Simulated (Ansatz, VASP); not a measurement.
# Cross-check of LuBPd3 between VASP and Ansatz, part 2 of 3

One calculation is typed for both programs; each brings its own data sets. How far apart do they land? The cell is taken from a series of runs on this material, whose earlier steps may have relaxed, scaled, displaced or heated it; both programs get it as it stands.

VASP 6.6.1 and Ansatz 0.2.0.

So far: The starting structure; Ansatz: zone-centre phonons, PBEsol.

## Step 3: VASP: zone-centre phonons, PBEsol

Level of this step: PBEsol, 4f electrons in the core; plane waves and PAW (Lu_3, B, Pd) (VASP).

The same cell, functional, mesh and smearing now go to VASP, with its own data sets.

Lines of VASP's logs that name or quote its potential files are left out, and so is its time.

The input, INCAR:

```
SYSTEM = LuBPd3
PREC = Accurate
ENCUT = 500
EDIFF = 1E-08
NELM = 120
ISMEAR = 1
SIGMA = 0.2
LREAL = .FALSE.
ALGO = Normal
GGA = PS
NBANDS = 27
LASPH = .TRUE.
LORBIT = 11
LWAVE = .FALSE.
LCHARG = .FALSE.
ISIF = 2
IBRION = 8
GGA_COMPAT = .FALSE.
KPAR = 2
```

The input, POSCAR:

```
LuBPd3
1.0
    4.2266727204      0.0000000000      0.0000000000
    0.0000000000      4.2266727204      0.0000000000
    0.0000000000      0.0000000000      4.2266727204
Lu B Pd
1 1 3
Direct
    0.0000000000      0.0000000000      0.0000000000
    0.5000000000      0.5000000000      0.5000000000
    0.0000000000      0.5000000000      0.5000000000
    0.5000000000      0.0000000000      0.5000000000
    0.5000000000      0.5000000000      0.0000000000
```

The input, KPOINTS:

```
Automatic mesh
0
Gamma
8 8 8
0 0 0
```

Potentials, in the order of the species: Lu_3, B and Pd (PBE family, release 64).

Command:

```
$ mpirun -np 2 vasp_std
```

The program printed:

```text
[banner, memory and clock lines left out]
running    2 mpi-ranks, on    1 nodes
 distrk:  each k-point on    1 cores,    2 groups
 distr:  one band on    1 cores,    1 groups

 POSCAR found type information on POSCAR LuB Pd
 POSCAR found :  3 types and       5 ions
|                                                                             |
|               ----> ADVICE to this user running VASP <----                  |
|                                                                             |
|     You enforced a specific xc type in the INCAR file but a different       |
|     [... a line on the potential file left out ...]
|     I HOPE YOU KNOW WHAT YOU ARE DOING!                                     |
|                                                                             |

 LDA part: xc-table for (Slater+PW92), standard interpolation
 POSCAR, INCAR and KPOINTS ok, starting setup
 FFT: planning ... GRIDC
 FFT: planning ... GRID_SOFT
 FFT: planning ... GRID
 WAVECAR not read
 entering main loop
       N       E                     dE             d eps       ncg     rms          rms(c)
DAV:   1     0.236764757077E+03    0.23676E+03   -0.19709E+04  2901   0.168E+03
DAV:   2    -0.229505610883E+02   -0.25972E+03   -0.25080E+03  2964   0.532E+02
DAV:   3    -0.354638544860E+02   -0.12513E+02   -0.12182E+02  3132   0.974E+01
DAV:   4    -0.356895089502E+02   -0.22565E+00   -0.22275E+00  3040   0.105E+01
DAV:   5    -0.356925641186E+02   -0.30552E-02   -0.30439E-02  2923   0.100E+00    0.321E+01
DAV:   6    -0.334013497753E+02    0.22912E+01   -0.14606E+01  2708   0.262E+01    0.143E+01
DAV:   7    -0.331943920722E+02    0.20696E+00   -0.23800E+00  3244   0.147E+01    0.105E+01
DAV:   8    -0.331164268838E+02    0.77965E-01   -0.23568E-01  2988   0.367E+00    0.199E+00
DAV:   9    -0.331158276440E+02    0.59924E-03   -0.11630E-02  3128   0.726E-01    0.263E-01
DAV:  10    -0.331153243075E+02    0.50334E-03   -0.27241E-03  3108   0.474E-01    0.127E-01
DAV:  11    -0.331153137402E+02    0.10567E-04   -0.16880E-04  3122   0.112E-01    0.320E-02
DAV:  12    -0.331153114257E+02    0.23145E-05   -0.98345E-06  3228   0.303E-02    0.132E-02
DAV:  13    -0.331153107344E+02    0.69135E-06   -0.14531E-06  3210   0.132E-02    0.683E-03
DAV:  14    -0.331153109048E+02   -0.17040E-06   -0.11285E-07  2890   0.398E-03    0.608E-04
DAV:  15    -0.331153108801E+02    0.24655E-07   -0.17600E-08  1700   0.855E-04    0.146E-04
DAV:  16    -0.331153108834E+02   -0.32860E-08   -0.16822E-09  1251   0.826E-04
   1 F= -.33115311E+02 E0= -.33117879E+02  d E =0.770286E-02
 Linear response reoptimize wavefunctions to high precision
DAV:   1    -0.331153108849E+02   -0.14757E-08   -0.13093E-09  1278   0.441E-04
DAV:   2    -0.331153108848E+02    0.51841E-10   -0.37178E-10  1233   0.460E-04
 Linear response DOF=           4
 Linear response progress:
  Degree of freedom:   1/  4
       N       E                     dE             d eps       ncg     rms          rms(c)
RMM:   1    -0.219261196961E+00   -0.21926E+00   -0.34204E+02  4249   0.806E+02
RMM:   2    -0.112778708720E+00    0.10648E+00   -0.24262E-01  9175   0.268E+00    0.211E-01
RMM:   3    -0.113595636586E+00   -0.81693E-03   -0.62392E-03  8513   0.602E-01    0.921E-02
RMM:   4    -0.113648337667E+00   -0.52701E-04   -0.11850E-03  9427   0.196E-01    0.114E-02
RMM:   5    -0.113642224680E+00    0.61130E-05   -0.12290E-04  9515   0.428E-02    0.618E-03
RMM:   6    -0.113627529323E+00    0.14695E-04   -0.20457E-05  9606   0.159E-02    0.160E-03
RMM:   7    -0.113623555272E+00    0.39741E-05   -0.39719E-06  9458   0.591E-03    0.882E-04
RMM:   8    -0.113621244324E+00    0.23109E-05   -0.12351E-06  9381   0.282E-03    0.416E-04
RMM:   9    -0.113619397652E+00    0.18467E-05   -0.49255E-07  9622   0.163E-03    0.104E-04
RMM:  10    -0.113619149395E+00    0.24826E-06   -0.30149E-07  9672   0.122E-03    0.390E-05
RMM:  11    -0.113619055759E+00    0.93636E-07   -0.23710E-07  9573   0.117E-03    0.120E-05
RMM:  12    -0.113619055727E+00    0.31568E-10   -0.20184E-07  9675   0.108E-03    0.797E-06
RMM:  13    -0.113619068396E+00   -0.12669E-07   -0.20513E-07  9728   0.106E-03    0.376E-06
RMM:  14    -0.113619070791E+00   -0.23953E-08   -0.15239E-07  9770   0.104E-03    0.320E-06
RMM:  15    -0.113619074985E+00   -0.41932E-08   -0.16396E-07  9998   0.104E-03    0.159E-06
RMM:  16    -0.113619073862E+00    0.11231E-08   -0.77806E-08  9641   0.102E-03    0.231E-06
 first order change of Fermi-energy  -0.51418E-03
 force on displaced ion       1 direction 1 :  -3.818  -0.000  -0.000
 Linear response progress:
  Degree of freedom:   2/  4
       N       E                     dE             d eps       ncg     rms          rms(c)
RMM:   1    -0.482850863372E-01   -0.48285E-01   -0.16266E-02 10354   0.120E+00
RMM:   2    -0.424056346267E-01    0.58795E-02   -0.45517E-03  8058   0.382E-01    0.124E-01
RMM:   3    -0.424041955522E-01    0.14391E-05   -0.14169E-03  8371   0.167E-01    0.554E-02
RMM:   4    -0.426649526584E-01   -0.26076E-03   -0.40145E-04  8355   0.905E-02    0.139E-02
RMM:   5    -0.426910872028E-01   -0.26135E-04   -0.22180E-05  8280   0.274E-02    0.593E-03
RMM:   6    -0.427144526088E-01   -0.23365E-04   -0.43320E-06  8476   0.108E-02    0.235E-03
RMM:   7    -0.427124039530E-01    0.20487E-05    0.22571E-07  8538   0.381E-03    0.107E-03
RMM:   8    -0.427065197905E-01    0.58842E-05   -0.32652E-07  8528   0.236E-03    0.338E-04
RMM:   9    -0.427071601020E-01   -0.64031E-06   -0.91248E-08  8356   0.135E-03    0.904E-05
RMM:  10    -0.427070571829E-01    0.10292E-06   -0.60950E-08  8639   0.642E-04    0.384E-05
RMM:  11    -0.427071957130E-01   -0.13853E-06   -0.63479E-08  8695   0.588E-04    0.161E-05
RMM:  12    -0.427072712731E-01   -0.75560E-07   -0.59300E-08  8904   0.551E-04    0.770E-06
RMM:  13    -0.427072511736E-01    0.20099E-07   -0.62883E-08  8915   0.547E-04    0.316E-06
RMM:  14    -0.427072583383E-01   -0.71647E-08   -0.55217E-08  8983   0.542E-04    0.107E-06
 first order change of Fermi-energy  -0.24460E-03
 force on displaced ion       2 direction 1 :  -8.657  -0.000   0.000
 Linear response progress:
  Degree of freedom:   3/  4
       N       E                     dE             d eps       ncg     rms          rms(c)
RMM:   1    -0.266276237970E+00   -0.26628E+00   -0.29913E-01  8745   0.394E+00
RMM:   2    -0.257756311610E+00    0.85199E-02   -0.16355E-02  7850   0.774E-01    0.125E-01
RMM:   3    -0.258112624643E+00   -0.35631E-03   -0.66085E-04  7853   0.178E-01    0.702E-02
RMM:   4    -0.258440663967E+00   -0.32804E-03   -0.15168E-04  8719   0.655E-02    0.172E-02
RMM:   5    -0.258550611365E+00   -0.10995E-03   -0.19642E-05  8428   0.240E-02    0.427E-03
RMM:   6    -0.258547503158E+00    0.31082E-05   -0.15292E-06  8738   0.737E-03    0.284E-03
RMM:   7    -0.258541153453E+00    0.63497E-05   -0.45541E-07  8691   0.382E-03    0.573E-04
RMM:   8    -0.258539920280E+00    0.12332E-05   -0.14993E-07  8094   0.196E-03    0.199E-04
RMM:   9    -0.258537905045E+00    0.20152E-05   -0.13780E-07  8929   0.132E-03    0.805E-05
RMM:  10    -0.258537246052E+00    0.65899E-06   -0.12721E-07  8480   0.130E-03    0.318E-05
RMM:  11    -0.258537316374E+00   -0.70322E-07   -0.13055E-07  8714   0.127E-03    0.104E-05
RMM:  12    -0.258537270851E+00    0.45523E-07   -0.13136E-07  8768   0.125E-03    0.445E-06
RMM:  13    -0.258537252784E+00    0.18067E-07   -0.18668E-07  8919   0.124E-03    0.206E-06
RMM:  14    -0.258537247814E+00    0.49701E-08   -0.12279E-07  9243   0.124E-03    0.150E-06
RMM:  15    -0.258537245812E+00    0.20022E-08   -0.17519E-07  9215   0.122E-03    0.959E-07
RMM:  16    -0.258537245521E+00    0.29135E-09   -0.16275E-07  9137   0.123E-03    0.109E-06
RMM:  17    -0.258537245484E+00    0.36212E-10   -0.19806E-07  9101   0.122E-03    0.666E-07
RMM:  18    -0.258537245411E+00    0.73752E-10   -0.14765E-07  9306   0.123E-03    0.895E-07
RMM:  19    -0.258537245657E+00   -0.24667E-09   -0.21212E-07  9312   0.123E-03    0.564E-07
RMM:  20    -0.258537245616E+00    0.41321E-10   -0.13741E-07  9414   0.123E-03    0.680E-07
RMM:  21    -0.258537245414E+00    0.20248E-09   -0.18150E-07  9489   0.123E-03    0.570E-07
RMM:  22    -0.258537245167E+00    0.24609E-09   -0.16679E-07  9826   0.123E-03    0.569E-07
 first order change of Fermi-energy   0.54665E-03
 force on displaced ion       3 direction 1 : -12.971  -0.000   0.000
 Linear response progress:
  Degree of freedom:   4/  4
       N       E                     dE             d eps       ncg     rms          rms(c)
RMM:   1    -0.263549222299E+00   -0.26355E+00   -0.28067E-01 15260   0.646E+00
RMM:   2    -0.261144468301E+00    0.24048E-02   -0.22136E-02 13615   0.857E-01    0.157E-01
RMM:   3    -0.261546052159E+00   -0.40158E-03   -0.68638E-04 12913   0.225E-01    0.880E-02
RMM:   4    -0.262108374844E+00   -0.56232E-03   -0.39418E-04 14117   0.121E-01    0.111E-02
RMM:   5    -0.262113903909E+00   -0.55291E-05   -0.13150E-05 14423   0.265E-02    0.770E-03
RMM:   6    -0.262051129356E+00    0.62775E-04   -0.50853E-06 13876   0.183E-02    0.195E-03
RMM:   7    -0.262047097529E+00    0.40318E-05   -0.54469E-07 14713   0.441E-03    0.100E-03
RMM:   8    -0.262041845790E+00    0.52517E-05   -0.21232E-07 14196   0.263E-03    0.634E-04
RMM:   9    -0.262029451330E+00    0.12394E-04   -0.17090E-07 14247   0.136E-03    0.605E-05
RMM:  10    -0.262029269834E+00    0.18150E-06   -0.15574E-07 14429   0.111E-03    0.259E-05
RMM:  11    -0.262029144138E+00    0.12570E-06   -0.16182E-07 14618   0.109E-03    0.175E-05
RMM:  12    -0.262029185906E+00   -0.41769E-07   -0.15572E-07 14979   0.107E-03    0.103E-05
RMM:  13    -0.262029252212E+00   -0.66306E-07   -0.22274E-07 15059   0.107E-03    0.512E-06
RMM:  14    -0.262029312139E+00   -0.59927E-07   -0.33499E-07 15205   0.107E-03    0.185E-06
RMM:  15    -0.262029313297E+00   -0.11581E-08   -0.28350E-07 15600   0.106E-03    0.114E-06
RMM:  16    -0.262029316028E+00   -0.27307E-08   -0.50259E-07 15558   0.106E-03    0.106E-06
RMM:  17    -0.262029318564E+00   -0.25366E-08   -0.26934E-07 15244   0.106E-03    0.676E-07
RMM:  18    -0.262029318227E+00    0.33704E-09   -0.25801E-07 15505   0.106E-03    0.860E-07
RMM:  19    -0.262029318008E+00    0.21964E-09   -0.21380E-07 15614   0.105E-03    0.677E-07
RMM:  20    -0.262029317089E+00    0.91857E-09   -0.28698E-07 15889   0.106E-03    0.816E-07
RMM:  21    -0.262029317797E+00   -0.70823E-09   -0.46080E-07 16031   0.106E-03    0.683E-07
RMM:  22    -0.262029317764E+00    0.33396E-10   -0.31132E-07 16209   0.105E-03    0.843E-07
RMM:  23    -0.262029317493E+00    0.27089E-09   -0.19772E-07 16279   0.105E-03    0.722E-07
 first order change of Fermi-energy   0.18467E-03
 force on displaced ion       3 direction 2 :   0.000  -2.272   0.000
 Linear response finished
```

[end of part 2 of 3]

[Lines on the potential files, build, host, timing and source positions are cut from VASP's logs without a mark.]

[Logs are printed without paths, hosts, clocks, repeated set-up lines and the standing remarks that a program may print on its own settings, such as how far it seeks lower states.]

[Hosts, paths, dates, database ids (printed as entryN), source tags and the programs' standing remarks are cut or masked in the printed files.]
